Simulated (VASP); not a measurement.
An input for Quantum ESPRESSO's pw.x (written as the equivalent of a VASP run, and not itself run):

```
&CONTROL
  calculation = 'scf'
  pseudo_dir = './pseudo'
  outdir = './out'
  tprnfor = .true.
  tstress = .true.
/
&SYSTEM
  ibrav = 0
  nat = 2
  ntyp = 2
  ecutwfc = 44
  occupations = 'tetrahedra'
  input_dft = 'pbe'
  vdw_corr = 'grimme-d3'
  dftd3_version = 4
  dftd3_threebody = .false.
/
&ELECTRONS
  conv_thr = 7.3e-09
  electron_maxstep = 100
/
ATOMIC_SPECIES
  Al 26.982 Al.upf
  P 30.974 P.upf
CELL_PARAMETERS angstrom
     0.0000000    2.7250493    2.7250493
     2.7250493    0.0000000    2.7250493
     2.7250493    2.7250493    0.0000000
ATOMIC_POSITIONS crystal
  Al   0.0000000  0.0000000  0.0000000
  P    0.2500000  0.2500000  0.2500000
K_POINTS automatic
  9 9 9 0 0 0
```

Translate this input to VASP (INCAR, KPOINTS, POSCAR, choice of POTCAR).

Several could match; the one computed here: 
**KPOINTS**
```
Automatic mesh
0
Gamma
9 9 9
0 0 0
```

**POSCAR**
```
AlP
1
    0.0000000000     2.7250492720     2.7250492720
    2.7250492720     0.0000000000     2.7250492720
    2.7250492720     2.7250492720     0.0000000000
Al P
1 1
Direct
  0.0000000000   0.0000000000   0.0000000000
  0.2500000000   0.2500000000   0.2500000000
```

**INCAR**
```
LCHARG=.TRUE.
PREC=Accurate
IVDW=12   # D3, Becke-Johnson
SYSTEM=AlP
ISIF=2   # forces and stress, cell fixed
LREAL=.FALSE.   # projection in real space or not
EDIFF=1E-7   # SCF stop (eV)
LASPH=.TRUE.
ENCUT=520   # plane-wave cut-off (eV)
LORBIT=11   # lm-projected
NELM=100
NEDOS=601   # DOS grid
GGA=PE   # PBE
ALGO=Normal
ISMEAR=-5
LWAVE=.FALSE.
```

POTCAR, in this order: Al P (PBE.64 set). Program: vasp_std.

Limits of the translation: the potentials are each code's own (VASP's PAW set, PseudoDojo norm-conserving files in pw.x), so ENCUT and ecutwfc are chosen apart and not converted; conv_thr bounds pw.x's estimated SCF error, while EDIFF bounds the energy change between steps.

The compound is AlP in the zinc blende structure. It was relaxed first.
